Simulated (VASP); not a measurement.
# Be4TeSe3 (P-4m2) in VASP: further runs

The runs below take Be4TeSe3 through relaxation of cell and atoms, single point, with PBE, r2SCAN.

Everything below comes from runs of VASP 6.6.1. Logs are shortened: lines on timing, memory, paths and dates and some standing lists are left out, and cuts for length are marked.

## Step 1: The crystal as given

Symmetry: P-4m2, No. 115, tetragonal system. The conventional cell has a = 3.770 Å, b = 3.770 Å, c = 10.574 Å, α = 90.00°, β = 90.00°, γ = 90.00°. Be (site symmetry 2mm) has 4 Se at 2.27 to 2.28 Å as nearest neighbours. Around Be (site symmetry 2mm) lie 2 Se at 2.27 Å and 2 Te at 2.40 Å. Te (site symmetry -4m2) is surrounded by 4 Be at 2.40 Å. Se (site symmetry 2mm) is surrounded by 4 Be at 2.27 to 2.28 Å. Se (site symmetry -4m2) is surrounded by 4 Be at 2.27 Å.

The cell was built by a generator and needn't be a form met in nature.

## Step 2: Relaxation of cell and atoms, PBE

INCAR reads:

```
SYSTEM = Be4TeSe3
PREC = Accurate
ENCUT = 520
EDIFF = 1E-6
ISMEAR = 0
SIGMA = 0.03
LREAL = .FALSE.
LASPH = .TRUE.
NELM = 120
ALGO = Normal
ISIF = 3
LWAVE = .FALSE.
LCHARG = .FALSE.
GGA = PE
IBRION = 2
NSW = 90
EDIFFG = -0.01
KPAR = 4
```

KPOINTS reads:

```
Automatic mesh
0
G
  6 6 4
  0 0 0
```

POSCAR reads:

```
Be4TeSe3
1.0
    3.7700000000      0.0000000000      0.0000000000
    0.0000000000      3.7700000000      0.0000000000
    0.0000000000      0.0000000000     10.5740000000
Be Te Se
4 1 3
Direct
    0.5000000000      0.0000000000      0.3797995100
    0.0000000000      0.5000000000      0.6202004900
    0.0000000000      0.5000000000      0.1397768100
    0.5000000000      0.0000000000      0.8602231900
    0.0000000000      0.0000000000      0.0000000000
    0.5000000000      0.5000000000      0.2593153000
    0.0000000000      0.0000000000      0.5000000000
    0.5000000000      0.5000000000      0.7406847000
```

Potentials or basis: VASP PAW PBE potentials, release 64 (Be, Te, Se).

The run is started by

```sh
$ cat potpaw_PBE.64/Be/POTCAR potpaw_PBE.64/Te/POTCAR potpaw_PBE.64/Se/POTCAR > POTCAR
$ mpirun -np 4 vasp_std > vasp.out
```

OUTCAR:

```text
SYSTEM = Be4TeSe3
   PREC = Accurate
   ENCUT = 520
   EDIFF = 1E-6
   ISMEAR = 0
   LREAL = .FALSE.
   LASPH = .TRUE.
   NELM = 120
   ISIF = 3
   GGA = PE
   IBRION = 2
   NSW = 90
   EDIFFG = -0.01

 ion  position               nearest neighbor table
   1  0.500  0.000  0.380-   7 2.27   7 2.27   6 2.28   6 2.28
   2  0.000  0.500  0.620-   7 2.27   7 2.27   8 2.28   8 2.28
   3  0.000  0.500  0.140-   6 2.27   6 2.27   5 2.40   5 2.40
   4  0.500  0.000  0.860-   8 2.27   8 2.27   5 2.40   5 2.40
   5  0.000  0.000  0.000-   3 2.40   4 2.40   3 2.40   4 2.40
   6  0.500  0.500  0.259-   3 2.27   3 2.27   1 2.28   1 2.28
   7  0.000  0.000  0.500-   1 2.27   2 2.27   2 2.27   1 2.27
   8  0.500  0.500  0.741-   4 2.27   4 2.27   2 2.28   2 2.28

  LATTYP: Found a simple tetragonal cell.
 ALAT       =     3.7700000000
 C/A-ratio  =     2.8047745358

  Lattice vectors:

 A1 = (   3.7700000000,   0.0000000000,   0.0000000000)
 A2 = (   0.0000000000,   3.7700000000,   0.0000000000)
 A3 = (   0.0000000000,   0.0000000000,  10.5740000000)

Analysis of symmetry for initial positions (statically):
=====================================================================
 Subroutine PRICEL returns:
 Original cell was already a primitive cell.

 Routine SETGRP: Setting up the symmetry group for a
 simple tetragonal supercell.

 Subroutine GETGRP returns: Found  8 space group operations
 (whereof  8 operations were pure point group operations)
 out of a pool of 16 trial point group operations.

The static configuration has the point symmetry D_2d.

Analysis of symmetry for dynamics (positions and initial velocities):
=====================================================================
 Subroutine PRICEL returns:
 Original cell was already a primitive cell.

 Routine SETGRP: Setting up the symmetry group for a
 simple tetragonal supercell.

 Subroutine GETGRP returns: Found  8 space group operations
 (whereof  8 operations were pure point group operations)
 out of a pool of 16 trial point group operations.

The dynamic configuration has the point symmetry D_2d.

 Subroutine INISYM returns: Found  8 space group operations
 (whereof  8 operations are pure point group operations),
 and found     1 'primitive' translations

----------------------------------------------------------------------------------------

[... 112 lines left out ...]
   POTIM  = 0.5000    time-step for ionic-motion
   TEBEG  =    0.0;   TEEND  =   0.0 temperature during run
   PSTRESS=    0.0 pullay stress
   NELECT =      32.0000    total number of electrons
   NUPDOWN=      -1.0000    fix difference up-down
   EMIN   =  10.00;   EMAX   =-10.00  energy-range for DOS
   EFERMI =   0.00;   METHOD = LEGACY
   ISMEAR =     0;   SIGMA  =   0.03  broadening in eV -4-tet -1-fermi 0-gaus
   EFERMI_NEDOS =   21; number of points for ismear=-14 and -15
   IALGO  =     38    algorithm
   IMIX   =      4    mixing-type and parameters
     AMIX     =   0.40;   BMIX     =  1.00
     AMIX_MAG =   1.60;   BMIX_MAG =  1.00
  volume/ion in A,a.u.               =      18.79       126.77
  Fermi-wavevector in a.u.,A,eV,Ry     =   0.977577  1.847352 13.002491  0.955656
  Thomas-Fermi vector in A             =   2.108285
   LORBIT       =      0    0 simple, 1 ext, 2 COOP (PROOUT), +10 PAW based schemes
   GGA     = PE    functional components
   LHFCALC =     F    Hartree Fock is set to
   AEXX    =    0.0000 exact exchange contribution
   IVDW    =     0    specifies the selected vdW correction
   LEPSILON=     F    determine dielectric tensor
   LRPA    =     F    only Hartree local field effects (RPA)
 conjugate gradient relaxation of ions
 non-spin polarized calculation
 Gauss-broadening in eV      SIGMA  =   0.03
  energy-cutoff  :      520.00
  volume of cell :      150.29
 maximum number of plane-waves:      4076
   NGX = 15   NGY = 15   NGZ = 39

--------------------------------------- Ionic step        1  -------------------------------------------

 number of electron      32.0000000 magnetization

 Free energy of the ion-electron system (eV)
  ---------------------------------------------------
  ext. energy  EPLUGINS =         0.00000000
  ---------------------------------------------------
  free energy    TOTEN  =       -33.97362541 eV

  energy without entropy =      -33.97362541  energy(sigma->0) =      -33.97362541

------------------------ aborting loop because EDIFF is reached ----------------------------------------

  FORCE on cell =-STRESS in cart. coord.  units (eV):
  Direction    XX          YY          ZZ          XY          YZ          ZX
  --------------------------------------------------------------------------------------
  -------------------------------------------------------------------------------------
  Total       -0.4156080     -0.4156080     -0.0949630      0.0000000      0.0000000      0.0000000
  in kB       -4.4307010     -4.4307010     -1.0123789      0.0000000      0.0000000      0.0000000
  external PRESSURE =      -3.2912603 kB  Pullay stress =       0.0000000 kB
[... 239 lines left out ...]
--------------------------------------- Ionic step        7  -------------------------------------------

 number of electron      31.9999999 magnetization

 Free energy of the ion-electron system (eV)
  ---------------------------------------------------
  ext. energy  EPLUGINS =         0.00000000
  ---------------------------------------------------
  free energy    TOTEN  =       -33.97607461 eV

  energy without entropy =      -33.97607461  energy(sigma->0) =      -33.97607461

 E-fermi :   4.0767     XC(G=0):  -9.2489

 val. band max:        3.9318416950   @ k =   0.0000   0.0000   0.0000
 cond. band min:       6.0805154042   @ k =   0.0000   0.0000   0.0000
 fundamental gap:      2.1486737092
 Fermi energy:         4.0767033717

 k-point     1 :       0.0000    0.0000    0.0000
  band No.  band energies     occupation
      1      -9.8958      2.00000
      2      -9.3162      2.00000
      3      -8.7761      2.00000
      4      -7.2543      2.00000
      5      -1.2697      2.00000
      6       0.7334      2.00000
[... 565 lines left out ...]
     20       8.8752      0.00000
     21       8.8900      0.00000

 [... further k-points ...]

------------------------ aborting loop because EDIFF is reached ----------------------------------------

  FORCE on cell =-STRESS in cart. coord.  units (eV):
  Direction    XX          YY          ZZ          XY          YZ          ZX
  --------------------------------------------------------------------------------------
  -------------------------------------------------------------------------------------
  Total        0.0184390      0.0184390     -0.0199424      0.0000000      0.0000000      0.0000000
  in kB        0.1975851      0.1975851     -0.2136948      0.0000000      0.0000000      0.0000000
  external PRESSURE =       0.0604918 kB  Pullay stress =       0.0000000 kB
[... 23 lines left out ...]
  FREE ENERGIE OF THE ION-ELECTRON SYSTEM (eV)
  ---------------------------------------------------
  free  energy   TOTEN  =       -33.9760746088 eV

  energy  without entropy=      -33.9760746088  energy(sigma->0) =      -33.97607461

 reached required accuracy - stopping structural energy minimisation
```

CONTCAR:

```text
Be4TeSe3
   1.00000000000000
     3.7574965305207741    0.0000000000000000    0.0000000000000000
     0.0000000000000000    3.7574965305207741    0.0000000000000000
     0.0000000000000000    0.0000000000000000   10.5900068838150787
  Be              Te              Se
     4     1     3
Direct
     0.5000000000000000    0.0000000000000000    0.3801655381088852
     0.0000000000000000    0.5000000000000000    0.6198344618911148
     0.0000000000000000    0.5000000000000000    0.1408201187381740
     0.5000000000000000    0.0000000000000000    0.8591798812618259
     0.0000000000000000    0.0000000000000000    0.0000000000000000
     0.5000000000000000    0.5000000000000000    0.2601839393194131
     0.0000000000000000    0.0000000000000000    0.5000000000000000
     0.5000000000000000    0.5000000000000000    0.7398160606805870

  0.00000000E+00  0.00000000E+00  0.00000000E+00
  0.00000000E+00  0.00000000E+00  0.00000000E+00
  0.00000000E+00  0.00000000E+00  0.00000000E+00
  0.00000000E+00  0.00000000E+00  0.00000000E+00
  0.00000000E+00  0.00000000E+00  0.00000000E+00
  0.00000000E+00  0.00000000E+00  0.00000000E+00
  0.00000000E+00  0.00000000E+00  0.00000000E+00
  0.00000000E+00  0.00000000E+00  0.00000000E+00
```

Wall time 58 s (4 MPI ranks of Intel Xeon Platinum 8488C (Sapphire Rapids), shared host); peak memory 0.31 GiB.

Results:

| Property | Result |
| --- | --- |
| Free energy | -33.9761 eV |
| Relaxed volume | 18.69 Å³/atom |
| Relaxed cell | a = 3.757 Å, b = 3.757 Å, c = 10.590 Å, α = 90.00°, β = 90.00°, γ = 90.00° |
| Space group after relaxing (to 0.05 Å) | P-4m2 (No. 115) |
| Energy gained by relaxing | 0.3 meV/atom |
| Ionic steps | 7 |
| Pressure after relaxing | 0.0 GPa |
| Largest force after relaxing | 0.007 eV/Å |
| Band gap on the k mesh | 2.15 eV, direct |

Forces in eV/Å, atoms in the order of the input:
```
Be   0.000  0.000  0.004
Be   0.000  0.000 -0.004
Be   0.000  0.000  0.007
Be   0.000  0.000 -0.007
Te   0.000  0.000  0.000
Se   0.000  0.000 -0.006
Se   0.000  0.000  0.000
Se   0.000  0.000  0.006
```

The path:
```csv
step,energy change (eV),largest force (eV/Å),pressure (GPa),volume (Å³)
1,0.0000,0.0790,-0.33,150.29
2,-0.0017,0.0501,0.05,149.45
3,-0.0017,0.0447,0.11,149.30
4,-0.0022,0.0246,0.05,149.43
5,-0.0023,0.0197,-0.01,149.56
6,-0.0024,0.0125,-0.01,149.54
7,-0.0024,0.0073,0.01,149.52
```

Final structure:
```
Be Te Se
1.0
     3.75750    0.00000    0.00000
     0.00000    3.75750    0.00000
     0.00000    0.00000   10.59001
Be Te Se
4 1 3
Direct
  0.50000 0.00000 0.38017
  0.00000 0.50000 0.61983
  0.00000 0.50000 0.14082
  0.50000 0.00000 0.85918
  0.00000 0.00000 0.00000
  0.50000 0.50000 0.26018
  0.00000 0.00000 0.50000
  0.50000 0.50000 0.73982
```

Caveat: spin-orbit coupling is left out, which moves the levels of the heavy elements. A k mesh can miss the band edges.

## Step 3: Relaxation of cell and atoms, PBE

This run uses another cell than the first one, of 18.69 Å³/atom, 0.995 times its volume.

Changes to INCAR since step 2:

```diff
@@ -3,3 +3,3 @@
 ENCUT = 520
-EDIFF = 1E-6
+EDIFF = 1E-7
 ISMEAR = 0
@@ -15,4 +15,5 @@
 IBRION = 2
-NSW = 90
-EDIFFG = -0.01
+NSW = 60
+EDIFFG = -0.005
+POTIM = 0.3
 KPAR = 4
```

KPOINTS is that of step 2.

POSCAR reads:

```
Be4TeSe3                                
1.0
    3.7574965305      0.0000000000      0.0000000000
    0.0000000000      3.7574965305      0.0000000000
    0.0000000000      0.0000000000     10.5900068838
  Be              Te              Se            
     4     1     3
Direct
     0.5000000000000000    0.0000000000000000    0.3801655381088852
     0.0000000000000000    0.5000000000000000    0.6198344618911148
     0.0000000000000000    0.5000000000000000    0.1408201187381740
     0.5000000000000000    0.0000000000000000    0.8591798812618259
     0.0000000000000000    0.0000000000000000    0.0000000000000000
     0.5000000000000000    0.5000000000000000    0.2601839393194131
     0.0000000000000000    0.0000000000000000    0.5000000000000000
     0.5000000000000000    0.5000000000000000    0.7398160606805870
```

Potentials or basis: VASP PAW PBE potentials, release 64 (Be, Te, Se).

The run is started by

```sh
$ cat potpaw_PBE.64/Be/POTCAR potpaw_PBE.64/Te/POTCAR potpaw_PBE.64/Se/POTCAR > POTCAR
$ mpirun -np 4 vasp_std > vasp.out
```

Run time: 24 s. Hardware: 4 MPI ranks of Intel Xeon Platinum 8488C (Sapphire Rapids), shared host; peak memory 0.3 GiB.

It converged, with:

```yaml
Free_energy: -33.9761 eV
Energy_gained_by_relaxing: 0.0 meV/atom
Ionic_steps: 2
Pressure_after_relaxing: 0.0 GPa
Largest_force_after_relaxing: 0.004 eV/Å
Band_gap_on_the_k_mesh: 2.15 eV, direct
```

Forces in eV/Å, atoms in the order of the input:
```
Be   0.000  0.000  0.002
Be   0.000  0.000 -0.002
Be   0.000  0.000  0.004
Be   0.000  0.000 -0.004
Te   0.000  0.000  0.000
Se   0.000  0.000 -0.003
Se   0.000  0.000  0.000
Se   0.000  0.000  0.003
```

Final structure:
```yaml
crystal:
  lattice:
    - [3.75776, 0.00000, 0.00000]
    - [0.00000, 3.75776, 0.00000]
    - [0.00000, 0.00000, 10.58932]
  atoms:
    - { symbol: Be, position: [0.50000, 0.00000, 0.38018] }
    - { symbol: Be, position: [0.00000, 0.50000, 0.61982] }
    - { symbol: Be, position: [0.00000, 0.50000, 0.14084] }
    - { symbol: Be, position: [0.50000, 0.00000, 0.85916] }
    - { symbol: Te, position: [0.00000, 0.00000, 0.00000] }
    - { symbol: Se, position: [0.50000, 0.50000, 0.26017] }
    - { symbol: Se, position: [0.00000, 0.00000, 0.50000] }
    - { symbol: Se, position: [0.50000, 0.50000, 0.73983] }
```

Levels at points of the mesh, in eV from the valence-band top:
```
           k point  band 12  band 13  band 14  band 15  band 16  band 17  band 18  band 19  band 20  band 21
(0.00, 0.00, 0.00)    -1.59    -1.59    -0.26     0.00     0.00     2.15     3.06     3.18     3.51     3.95
(0.50, 0.00, 0.00)    -1.74    -1.71    -1.35    -1.24    -0.19     3.34     3.72     4.23     4.80     5.13
(0.50, 0.50, 0.00)    -3.42    -2.97    -2.79    -2.79    -2.53     2.20     2.29     3.51     3.51     5.50
(0.00, 0.00, 0.50)    -1.36    -1.19    -1.19    -0.28    -0.28     2.36     2.63     3.70     3.82     3.99
(0.50, 0.00, 0.50)    -2.03    -1.75    -1.74    -1.73    -0.19     3.93     4.06     4.09     4.94     4.96
(0.50, 0.50, 0.50)    -3.28    -3.19    -3.18    -3.18    -2.74     3.29     3.31     3.38     3.52     4.25
```

Caveat: spin-orbit coupling is left out, which moves the levels of the heavy elements. A k mesh can miss the band edges.

## Step 4: Single point, r2SCAN

This run uses another cell than the first one, of 18.69 Å³/atom, 0.995 times its volume.

INCAR reads:

```
SYSTEM = Be4TeSe3
PREC = Accurate
ENCUT = 520
EDIFF = 1E-6
ISMEAR = 0
SIGMA = 0.03
LREAL = .FALSE.
LASPH = .TRUE.
NELM = 150
ALGO = Normal
ISIF = 2
LWAVE = .FALSE.
LCHARG = .FALSE.
METAGGA = R2SCAN
LMIXTAU = .TRUE.
KPAR = 4
```

KPOINTS is that of step 3.

POSCAR reads:

```
Be4TeSe3                                
1.0
    3.7577622826      0.0000000000     -0.0000000000
    0.0000000000      3.7577622826      0.0000000000
    0.0000000000      0.0000000000     10.5893248027
  Be              Te              Se            
     4     1     3
Direct
     0.5000000000000000    1.0000000000000000    0.3801762280946434
     1.0000000000000000    0.5000000000000000    0.6198237719053565
     1.0000000000000000    0.5000000000000000    0.1408403089236282
     0.5000000000000000    1.0000000000000000    0.8591596910763718
     0.0000000000000000    1.0000000000000000    0.0000000000000000
     0.5000000000000000    0.5000000000000000    0.2601667751164236
     1.0000000000000000    1.0000000000000000    0.5000000000000000
     0.5000000000000000    0.5000000000000000    0.7398332248835764
```

The run is started by

```sh
$ cat potpaw_PBE.64/Be/POTCAR potpaw_PBE.64/Te/POTCAR potpaw_PBE.64/Se/POTCAR > POTCAR
$ mpirun -np 4 vasp_std > vasp.out
```

Run time: 69 s. Hardware: 4 MPI ranks of Intel Xeon Platinum 8488C (Sapphire Rapids), shared host; peak memory 0.32 GiB.

It converged, with:

| Item | Value |
| --- | --- |
| Free energy | -92.0220 eV |
| Pressure | -0.5 GPa |
| Largest force | 0.012 eV/Å |
| Band gap on the k mesh | 2.57 eV, direct |

Forces on the atoms (eV/Å):
```
Be   0.000  0.000  0.004
Be   0.000  0.000 -0.004
Be   0.000  0.000  0.011
Be   0.000  0.000 -0.011
Te   0.000  0.000  0.000
Se   0.000  0.000  0.012
Se   0.000  0.000  0.000
Se   0.000  0.000 -0.012
```

Levels at points of the mesh, in eV from the valence-band top:
| k point | band 13 | band 14 | band 15 | band 16 | band 17 | band 18 | band 19 | band 20 |
| --- | --- | --- | --- | --- | --- | --- | --- | --- |
| (0.00, 0.00, 0.00) | -1.65 | -0.30 | 0.00 | 0.00 | 2.57 | 3.53 | 3.69 | 3.91 |
| (0.50, 0.00, 0.00) | -1.79 | -1.41 | -1.29 | -0.16 | 3.85 | 4.26 | 4.77 | 5.34 |
| (0.50, 0.50, 0.00) | -3.08 | -2.90 | -2.90 | -2.62 | 2.61 | 2.70 | 3.91 | 3.91 |
| (0.00, 0.00, 0.50) | -1.25 | -1.25 | -0.26 | -0.26 | 2.79 | 3.07 | 4.22 | 4.26 |
| (0.50, 0.00, 0.50) | -1.84 | -1.83 | -1.81 | -0.16 | 4.47 | 4.60 | 4.64 | 5.42 |
| (0.50, 0.50, 0.50) | -3.29 | -3.29 | -3.29 | -2.82 | 3.73 | 3.73 | 3.84 | 3.97 |

Caveat: the PAW data sets were made with another functional, which shifts forces and pressure a little; spin-orbit coupling is left out, which moves the levels of the heavy elements. A k mesh can miss the band edges.
